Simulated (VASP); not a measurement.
Input:

```xyz
1
Lattice="-2.1481 2.1481 2.1481 2.1481 -2.1481 2.1481 2.1481 2.1481 -2.1481" Properties=species:S:1:pos:R:3 pbc="T T T"
Eu     0.0000     0.0000     0.0000
```

All values below come from PBEsol GGA, VASP's PBE PAW potentials (set 64) (plane waves; VASP 6.6.1). Run with 530 eV cut-off, 11×11×11 Γ-centred mesh, first-order Methfessel-Paxton smearing of 0.10 eV, potentials Eu_2.

The 4f electrons are frozen in the core of the lanthanide potential, so 4f levels, which can set the real gap, and their magnetism are missing. Finite-difference elastic constants of metals are sensitive to mesh and smearing; shear constants can be off by tens of GPa.

### Question
Give the elastic stiffness tensor with the ions relaxed (GPa, in the frame of the cell).

### Answer

```
      xx    yy    zz    yz    xz    xy
--  ----  ----  ----  ----  ----  ----
xx  22.0  10.5  10.5   0.0   0.0   0.0
yy  10.5  22.0  10.5   0.0   0.0   0.0
zz  10.5  10.5  22.0   0.0   0.0   0.0
yz   0.0   0.0   0.0  20.6   0.0   0.0
xz   0.0   0.0   0.0   0.0  20.6   0.0
xy   0.0   0.0   0.0   0.0   0.0  20.6
```

### Question
What does the run give for the Hill bulk modulus, Hill shear modulus, Young's modulus, Poisson's ratio?

### Answer

```json
{
  "hill_bulk_modulus": "14.3 GPa",
  "hill_shear_modulus": "12.4 GPa",
  "Young's modulus": "28.9 GPa",
  "Poisson's ratio": "0.164"
}
```

The compound is Eu in the bcc structure. It was relaxed first, which changed the volume by -17 %.
